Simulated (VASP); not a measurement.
# Be2ZnO3: relaxation of cell and atoms with PBE

Be2ZnO3:

```
CELL_PARAMETERS angstrom
2.49470 -4.37225 0.00012
2.49470 4.37225 0.00012
-1.50832 0.00000 4.68683
ATOMIC_POSITIONS crystal
Be 0.58895 0.42160 0.00060
Be 0.25410 0.73817 0.99944
Be 0.42160 0.58895 0.50060
Be 0.73817 0.25410 0.49944
Zn 0.91693 0.09111 0.00943
Zn 0.09111 0.91693 0.50943
O 0.33903 0.49829 0.13896
O 0.95541 0.73706 0.09336
O 0.58055 0.12886 0.13369
O 0.49829 0.33903 0.63896
O 0.73706 0.95541 0.59336
O 0.12886 0.58055 0.63369
```

The cell was built by a generator and needn't be a form met in nature.

| Property | Result |
| --- | --- |
| Program | VASP 6.6.1 |
| Task | relaxation of cell and atoms |
| Functional | PBE |
| Potentials or basis | VASP PAW PBE potentials, release 64 (Be, Zn, O) |
| Cutoff | 520 eV |
| k mesh | 6 × 6 × 6 |
| Occupations | gaussian, width 0.03 eV |
| Spin | no spin polarisation |
| Further INCAR settings | ALGO = Normal; EDIFF = 1e-07; IBRION = 2; POTIM = 0.3; EDIFFG = -0.005; NSW = 60; ISIF = 3 |

The energy gained by relaxing is 0.0 meV/atom, the ionic steps are 2 and the pressure after relaxing is 0.0 GPa. The largest force after relaxing is 0.005 eV/Å. The band gap on the k mesh is 3.52 eV, direct.

Forces on the atoms (eV/Å):
```
Be  -0.003 -0.003 -0.002
Be   0.001 -0.003 -0.001
Be  -0.003  0.003 -0.002
Be   0.001  0.003 -0.001
Zn   0.000 -0.003  0.002
Zn   0.000  0.003  0.002
O    0.002 -0.003  0.001
O    0.001 -0.002  0.001
O    0.000 -0.001 -0.001
O    0.002  0.003  0.001
O    0.001  0.002  0.001
O    0.000  0.001 -0.001
```

Final structure:
```
Be Zn O
1.0
     2.49465   -4.37225   -0.00001
     2.49465    4.37225   -0.00001
    -1.50854    0.00000    4.68701
Be Zn O
4 2 6
Direct
  0.58892 0.42154 0.00058
  0.25413 0.73817 0.99943
  0.42154 0.58892 0.50058
  0.73817 0.25413 0.49943
  0.91695 0.09111 0.00945
  0.09111 0.91695 0.50945
  0.33908 0.49830 0.13897
  0.95541 0.73706 0.09336
  0.58054 0.12885 0.13369
  0.49830 0.33908 0.63897
  0.73706 0.95541 0.59336
  0.12885 0.58054 0.63369
```

Levels at points of the mesh, in eV from the valence-band top:
| k point | band 31 | band 32 | band 33 | band 34 | band 35 | band 36 | band 37 | band 38 |
| --- | --- | --- | --- | --- | --- | --- | --- | --- |
| (0.00, 0.00, 0.00) | -0.66 | -0.23 | -0.17 | 0.00 | 3.52 | 7.12 | 8.70 | 8.80 |
| (0.50, 0.00, 0.00) | -1.08 | -0.76 | -0.68 | -0.20 | 5.68 | 6.96 | 7.87 | 8.38 |
| (0.50, 0.50, 0.00) | -0.91 | -0.59 | -0.44 | -0.08 | 5.56 | 5.79 | 6.92 | 9.01 |
| (0.00, 0.00, 0.50) | -0.57 | -0.57 | -0.26 | -0.26 | 5.65 | 5.65 | 9.00 | 9.00 |
| (0.50, 0.00, 0.50) | -0.85 | -0.54 | -0.49 | -0.34 | 5.88 | 6.24 | 6.99 | 8.05 |
| (0.50, 0.50, 0.50) | -0.98 | -0.98 | -0.63 | -0.63 | 6.41 | 6.41 | 7.83 | 7.83 |

It took 74 s on 4 MPI ranks on Intel(R) Xeon(R) 6975P-C (Granite Rapids) (shared host), peak memory 0.4 GiB a rank.

A k mesh can miss the band edges. PBE gaps usually lie below the measured ones, often by a third to a half.
